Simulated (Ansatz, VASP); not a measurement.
**Zr2COF (Zr2COF MXene bilayer, AB) in two plane-wave programs**

Aim: how closely do two programs agree when they are given the same cell, functional and k mesh? The structure shown is the start of the Ansatz relaxation below; VASP solves that cell, so the two are compared at the walk's first step.

Program: Ansatz 0.2.0. Level of theory: plane waves, with VASP 6.6.1 beside it; single point at PBE with D3(BJ). Results are calculated unless marked as measured.

**1. The structure**

The cell holds 10 atoms: 2 F, 4 Zr, 2 C and 2 O. Its edges and angles: a = 3.289 Å, b = 3.289 Å, c = 55.644 Å, α = 90.0°, β = 90.0°, γ = 120.0°. Vacuum lies along c.

**2. Ansatz: relaxation, PBE with D3(BJ)**

Ansatz runs on its default PAW (the set named soft_2) files.

The two programs are compared at the cell with which this relaxation starts, whose forces are those of its first step.

input.yaml reads:

```yaml
crystal:
  lattice:
    - [3.289, 0.0, 0.0]
    - [-1.6445, 2.848357553, 0.0]
    - [0.0, 0.0, 55.6436291998]
  atoms:
    - { symbol: F, position: [0.3333333333, 0.6666666667, 0.3890831765] }
    - { symbol: Zr, position: [0.6666666667, 0.3333333333, 0.4070113642], spin: 1.0 }
    - { symbol: C, position: [0.0, 0.0, 0.4303339223] }
    - { symbol: Zr, position: [0.3333333333, 0.6666666667, 0.4536564803], spin: 1.0 }
    - { symbol: O, position: [0.6666666667, 0.3333333333, 0.474839887] }
    - { symbol: F, position: [0.6666666667, 0.3333333333, 0.525160113] }
    - { symbol: Zr, position: [0.0, 0.0, 0.5430883007], spin: -1.0 }
    - { symbol: C, position: [0.3333333333, 0.6666666667, 0.5664108588] }
    - { symbol: Zr, position: [0.6666666667, 0.3333333333, 0.5897334169], spin: -1.0 }
    - { symbol: O, position: [0.0, 0.0, 0.6109168235] }
  periodic: [true, true, false]
magnetization:
  spin_polarized: true
kpoints:
  mp_grid: { grid: [12, 12, 1] }
hamiltonian:
  xc: pbe
  dispersion: d3bj
scf:
  occupations: { method: fermi_dirac, width: 0.05 }
  convergence: { dr2_threshold: 1.0e-09 }
relax:
  f_tol: 0.004
  max_steps: 90
  cell: {}
output:
  write_potential: true
  write_density: true
  volumetric_format: npy
```

Command:

```sh
$ ansatz run input.yaml --threads 4 --pin off --max-ram 12288MiB --backend cpu --events-out ev --progress --plain --runs-dir out
```

Numbers of over 12 decimals in the logs are rounded to 6 here.

Output:

```text
Warning: relax.cell: scf.convergence.dr2_threshold = 1e-9 eV is looser than the 2.00305359221e-10 eV advised for a relaxation that steers and ends on the stress (1e-10 eV for each atom of the cell: 10, times the square of relax.cell.stress_2d_tol = 0.05 N/m over 22.3 Å (the atoms' height at the walk's start and 5 Å past either face), 2.238e-2 GPa, over a crystal's default 0.05). What an SCF threshold leaves in a stress goes as its square root, and in the free energy as the threshold itself, and one threshold admits the most on a small cell: [figures from the program's tests cut] Set scf.convergence.dr2_threshold to 2.00305359221e-10 eV or tighter. [rest of the remark cut]
Engine: ansatz 0.2.0, aarch64-unknown-linux-gnu
Pseudopotentials: kind: paw
Pseudopotential: F, paw, valence charge 7, recommended cutoff 420 eV (normal), F.paw.azcp
Pseudopotential: Zr, paw, valence charge 12, recommended cutoff 420 eV (normal), Zr.paw.azcp
Pseudopotential: C, paw, valence charge 4, recommended cutoff 420 eV (normal), C.paw.azcp
Pseudopotential: O, paw, valence charge 6, recommended cutoff 420 eV (normal), O.paw.azcp
Functional definition: PBE
  parameter kappa = 0.804
  parameter beta = 0.066725
  exchange = pbe_x(kappa = kappa, mu = beta*pi^2/3)
  correlation = pbe_c(beta = beta)
Crystal: 10 atoms, lattice volume = 521.283 Å³
Basis set: ecut = 420 eV, 10385 PW (Γ), exchange–correlation on 48×48×750 points (8 copies of the dense FFT grid, shifted against one another)
Bands: 53, of which v1, the nominal top of the filled ones, is band 41 counted from 1 (40 counted from 0)
Symmetry: 6 space group operations
Space group: P3m1 (ITA 156), of the structure as read, at distance tolerance 8.0e-5 Å
Magnetic group: BNS 156.49 (UNI 1279), of the structure as read, at distance tolerance 8.0e-5 Å
k-points: 19 of 144 (time reversal used)
Non-local potential: F, projectors of the file, l = 0: 2, l = 1: 2, l = 2: 1
Non-local potential: Zr, projectors of the file, l = 0: 3, l = 1: 2, l = 2: 2, l = 3: 2
Non-local potential: C, projectors of the file, l = 0: 2, l = 1: 2, l = 2: 1
Non-local potential: O, projectors of the file, l = 0: 2, l = 1: 2, l = 2: 1
PAW form: soft (Blöchl's): semilocal exchange-correlation on the pseudo side does not see the compensation charge
PAW one-centre angular grid: F, 110 points (default); XC on 64 Gauss nodes
PAW one-centre angular grid: Zr, 590 points (default); XC on 64 Gauss nodes
PAW one-centre angular grid: C, 110 points (default); XC on 64 Gauss nodes
PAW one-centre angular grid: O, 110 points (default); XC on 64 Gauss nodes
Initial density: superposition of atomic densities (neutral atoms: chi_scale 0, normalization atom)
Starting moments: Σ|m| = 4 μB on 4 of 10 sites
Starting magnetic order: compensated ferrimagnet; no operation exchanges its spin sublattices
Initial wavefunctions: pseudopotential atomic-orbital guess
Functional: x = pbe(κ = 0.804, μ = 0.219515), c = pbe(β = 0.066725)
SCF iter   1: F=—  HF=-20012.062942 eV  |F-HF|=—  |Δ(HF+E_count)|=         —  Δρ=3.79e-2 (↑3.79e-2 ↓3.79e-2)  dr2=6.00e1  dr2_m=3.73e-1  M=0.000 μB ∫|m|=1.240 μB  β_m=0.30  ethr=3.10e-3  ⟨swp⟩=10.4  Hψ=12804  notcnv=0  defer=43
Mixer restart at iter 1: flushing history
preconditioner: auto → Resta (q_TF=auto, 2.005 Å⁻¹)  ε∞=2.1  [insulator: Δε(μ)=0.273 eV  Ē_g=10.525 eV  σ=0.050 eV  W_gap=0.87  n_scr=34 (ndim 8)  ℏωp=11.0 eV  f_vac=0.719  D(μ)=0.56/eV (n_scr^D=6)  ε∞_Penn≈2.1  vacuum switching on, ρ_ref=8.0e-3 e/Å³]
spin=Collinear: Resta preconditioning applied to the charge; magnetization (m = ρ↑ − ρ↓) channel mixes plain (no charge-response kernel on spin).
SCF iter   2: F=—  HF=-20016.006938 eV  |F-HF|=—  |Δ(HF+E_count)|=    3.94e0  Δρ=6.01e-2 (↑6.01e-2 ↓5.79e-2)  dr2=2.97e3  dr2_m=2.26e-1  M=-0.104 μB ∫|m|=1.393 μB  β_m=0.11  ethr=3.10e-3  ⟨swp⟩=11.8  Hψ=9193  notcnv=1  defer=214  recentre
preconditioner: auto → LDOS  [metal: Δε(μ)=0.056 eV  Ē_g=9.855 eV  σ=0.050 eV  W_gap=0.26  n_scr=34 (ndim 8)  ℏωp=11.0 eV  f_vac=0.722  D(μ)=5.07/eV (n_scr^D=22)]
spin=Collinear: LDOS preconditioning applied to the charge; magnetization (m = ρ↑ − ρ↓) channel mixes plain (no charge-response kernel on spin).
SCF iter   3: F=—  HF=-20007.628543 eV  |F-HF|=—  |Δ(HF+E_count)|=    8.38e0  Δρ=2.96e-2 (↑2.94e-2 ↓2.96e-2)  dr2=3.58e1  dr2_m=2.92e-1  M=0.013 μB ∫|m|=1.173 μB  β_m=0.10  ethr=3.10e-3  ⟨swp⟩=7.8  Hψ=6842  notcnv=0  defer=83
[...]
basis re-selected at this cell: Δ(F+E_penalty+E_count) = +5.618e-5 eV, ΔP = -0.001 N/m vs the last step (what re-selecting the basis moved, of the pressure what is left beyond the Pulay correction that the steps carried, after the strain that the cell walked since its last selection, with what the two solves' SCF thresholds leave and, on support functions, any second-order correction that the steps lacked; it is no m [...]
WARN: The output density's exchange-correlation potential varies sharply where the density is thin. Do not read a vacuum level from v_tot or v_xc, or from such a field of the output density. On a cell that repeats whose density bears no net charge and no dipole along the vacuum's axis use v_es (v_loc + v_h of the components); under efield.dipole_correction with no amplitude use v_es + v_field, which holds any externa [...]
SCF converged after 4 iterations
Magnetization: 0.0000 μB (41.0000 up, 41.0000 down)
Absolute magnetization: 0.0000 μB (∫|ρ↑−ρ↓|, with the PAW one-centre terms)
Spin contamination: 0.0000 ħ² per cell (⟨S²⟩ above its minimum at these occupations)
Per-site moments (μB) at R_I (Å): [(7.019644124425206e-8, 0.952014), (1.0049422372534533e-6, 0.930586), (-3.825379284419995e-7, 0.930586), (2.625930171038673e-7, 0.879646), (1.3345748212087534e-7, 0.879646), (-2.7949717399308866e-8, 0.940921), (-6.054278739260595e-7, 0.931258), (3.277182083640949e-7, 0.931258), (-1.5634475774099054e-7, 0.874739), (-5.0027492846886444e-8, 0.874739)]
Free energy (F): -20002.551729 eV
Harris-Foulkes:  -20002.551729 eV  (|F-HF|=7.28e-12)
Internal energy: -20002.519262 eV  (E = F + TS)
E sigma→0 (E₀):  -20002.535495 eV
Entropy (-TS):   -0.032467 eV (-3.247 meV/atom)
Fermi energy:    -4.439003 eV
--- Per-component energies (eV) ---
  E_band       = -1825.307904
  E_kinetic    = 2282.649018
  E_local      = -593222.747230  (includes V_loc(G=0)·N_el)
  E_nonlocal   = 606.896692
  E_hartree    = 295162.825057
  E_xc         = -1057.119054
  E_vxc        = -1285.100282  (∫ρ·V_xc dr)
  E_paw        = -12727.535182  (= ΣΔE_a)
  E_vpaw       = -532.665341  (= ΣTr[D̂ρ^β])
  E_aug_tail   = 0.009103  (compensation charges beyond the density's cutoff)
  E_ewald      = 288954.786202
  E_disp       = -2.283868  (pairwise vdW)
  E_smearing   = -0.032467  (= −TS)
  E_closure    = 0.000000  (closes the sum)
  Σ components = -20002.551729   (vs F -20002.551729, Δ=0.00e0)
--- Forces (eV/Å), atoms counted from 1 ---
  atom   1  F      0.00000000     0.00000000    -0.00009567
  atom   2  Zr     0.00000000     0.00000000    -0.00003984
  atom   3  C      0.00000000     0.00000000     0.00019416
  atom   4  Zr     0.00000000    -0.00000000     0.00024303
  atom   5  O     -0.00000000    -0.00000000    -0.00027604
  atom   6  F      0.00000000     0.00000000    -0.00017040
  atom   7  Zr     0.00000000     0.00000000     0.00004366
  atom   8  C      0.00000000     0.00000000     0.00017792
  atom   9  Zr     0.00000000    -0.00000000     0.00018603
  atom  10  O      0.00000000    -0.00000000    -0.00026955
  max |Σ_I F_I| component: 6.70e-6 eV/Å
--- 2D stress c σ (N/m, compression-positive) ---
       -0.009602      -0.000000      -0.000000
       -0.000000      -0.009602      -0.000000
       -0.000000      -0.000000      -0.000000
  P = ½ c Tr σ = -0.0096 N/m
--- Band table (eV; the first three rows and the last of 38) ---
  k-point 0 ↑: bands = [... 37 lower, -6.5826, -6.5509, -6.5509, -3.7078, -3.7078, -3.6942, -3.6942, -3.4861, ... 8 higher]
  k-point 1 ↑: bands = [... 37 lower, -6.7905, -6.6457, -6.6216, -3.9493, -3.9344, -3.5936, -3.5880, -3.3597, ... 8 higher]
  k-point 2 ↑: bands = [... 37 lower, -7.0859, -6.7829, -6.7724, -4.3702, -4.3393, -3.2919, -3.2565, -3.2533, ... 8 higher]
  k-point 18 ↓: bands = [... 37 lower, -7.7347, -7.6242, -7.5916, -3.5993, -3.5976, -2.8249, -2.7259, -2.5163, ... 8 higher]
  the weakly bound empty levels are not read free of the cell's end (no_gap_told)
--- Relaxed structure (8 steps of the walk, 8 accepted, 2 SCFs on fresh bases) ---
  F+E_penalty+E_count = -20002.55172897 eV   max|allowed force component| = 2.754e-4 eV/Å   (the final SCF, on the basis selected at the relaxed cell)
  cell:  # Å, volume = 515.7231 Å³
    - [3.271412, 0, 0]
    - [-1.635706, 2.833126, 0]
    - [0, 0, 55.6436291998]
  atoms:
    - { symbol: F, position: [0.333333, 0.666667, 0.382655] }
    - { symbol: Zr, position: [0.666667, 0.333333, 0.406491] }
    - { symbol: C, position: [-2.1994366514442847e-17, -2.3413259955221192e-17, 0.428662] }
    - { symbol: Zr, position: [0.333333, 0.666667, 0.454096] }
    - { symbol: O, position: [0.666667, 0.333333, 0.471887] }
    - { symbol: F, position: [0.666667, 0.333333, 0.523838] }
    - { symbol: Zr, position: [-8.313802995549636e-18, -1.950452752125599e-17, 0.546823] }
    - { symbol: C, position: [0.333333, 0.666667, 0.569048] }
    - { symbol: Zr, position: [0.666667, 0.333333, 0.594704] }
    - { symbol: O, position: [-1.4945673951477538e-17, -2.139934779437832e-17, 0.612030] }
```

The column dr2 measures how far the density is from self-consistency, as an energy; F and HF (Harris–Foulkes) agree once it is small.

(Continued in part 2 of 2.)

[Lines on the potential files, build, host, timing and source positions are cut from VASP's logs without a mark.]

[Logs are printed without paths, hosts, clocks, repeated set-up lines and the standing remarks that a program may print on its own settings, such as how far it seeks lower states.]

[Hosts, paths, dates, database ids (printed as entryN), source tags and the programs' standing remarks are cut or masked in the printed files.]
